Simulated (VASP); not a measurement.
Here is the system:

```xyz
2
Lattice="4.2090 0.0000 0.0000 0.0000 4.2090 0.0000 0.0000 0.0000 4.2090" Properties=species:S:1:pos:R:3 pbc="T T T"
Cs     0.0000     0.0000     0.0000
Cl     2.1045     2.1045     2.1045
```

These are PBE GGA, VASP's PBE PAW potentials (set 64) (plane waves; VASP) values and carry that method's errors. Settings: 480 eV cut-off, 6×6×6 Γ-centred mesh, Gaussian smearing of 0.050 eV, potentials Cs_sv Cl.

Energy and stress use the plane-wave basis of the starting cell.

Task: The ions, cell shape and volume at an external pressure of 1.0 GPa are relaxed. Give the cell that the relaxation ends in.

Result: 
```xyz
2
Lattice="4.1266 0.0000 0.0000 0.0000 4.1266 0.0000 0.0000 0.0000 4.1266" Properties=species:S:1:pos:R:3 pbc="T T T"
Cs     0.0000     0.0000     0.0000
Cl     2.0633     2.0633     2.0633
```
Space group Pm-3m (221), at a tolerance of 0.03 Å.

Task: How do energy and volume change from the first to the last step?

Result: The energy (σ→0) changes by +6.0 meV/atom and the volume by -5.8 %, in 3 ionic steps.

```json
[
 {"step": "1", "E(σ→0) (eV)": "-6.5412", "max force (eV/Å)": "0.000", "pressure (GPa)": "-0.03", "volume (Å³)": "74.57"},
 {"step": "2", "E(σ→0) (eV)": "-6.5374", "max force (eV/Å)": "0.000", "pressure (GPa)": "0.52", "volume (Å³)": "72.02"},
 {"step": "3", "E(σ→0) (eV)": "-6.5293", "max force (eV/Å)": "0.000", "pressure (GPa)": "0.97", "volume (Å³)": "70.27"}
]
```

The compound is CsCl in the CsCl type structure. This run relaxes it under an external pressure of 1 GPa. Symmetry was kept, so distortions that lower it aren't found.
